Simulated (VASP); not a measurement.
Method: LDA (Ceperley-Alder, Perdew-Zunger), VASP's LDA PAW potentials (set 64) (plane waves; VASP).

VASP input:

File POSCAR:
```
Ta
1
   -1.6300023446     1.6300023446     1.6300023446
    1.6300023446    -1.6300023446     1.6300023446
    1.6300023446     1.6300023446    -1.6300023446
Ta
1
Direct
  0.0000000000   0.0000000000   0.0000000000
```

**INCAR**
```
EDIFF  =  1E-7
ALGO  =  Normal
LORBIT  =  11   ! lm-projected
LASPH  =  .True.   ! aspherical one-centre terms
NEDOS  =  601   ! DOS grid
LCHARG  =  .True.
ISIF  =  2   ! forces and stress, cell fixed
NELM  =  100   ! most electronic steps
LMAXMIX  =  6
LWAVE  =  .False.
ISMEAR  =  -5
ENCUT  =  520   ! plane-wave cut-off (eV)
LREAL  =  .False.   ! projection in real space or not
SYSTEM  =  Ta
PREC  =  Accurate
```

File KPOINTS:
```
Regular mesh
0
Gamma
 18 18 18
```

POTCAR, in this order: Ta_pv (LDA.64 set). Program: vasp_std.

Q: What will the output report for the number of irreducible k-points (NKPTS), largest plane-wave count, number of space-group operations, FFT grid (NGX, NGY, NGZ)?

A: 
```yaml
number of irreducible k-points (NKPTS): 195
largest_plane_wave_count: 478
number_of_space_group_operations: 48
FFT grid (NGX, NGY, NGZ): 24 × 24 × 24
```

The compound is Ta in the bcc structure. It was relaxed first.
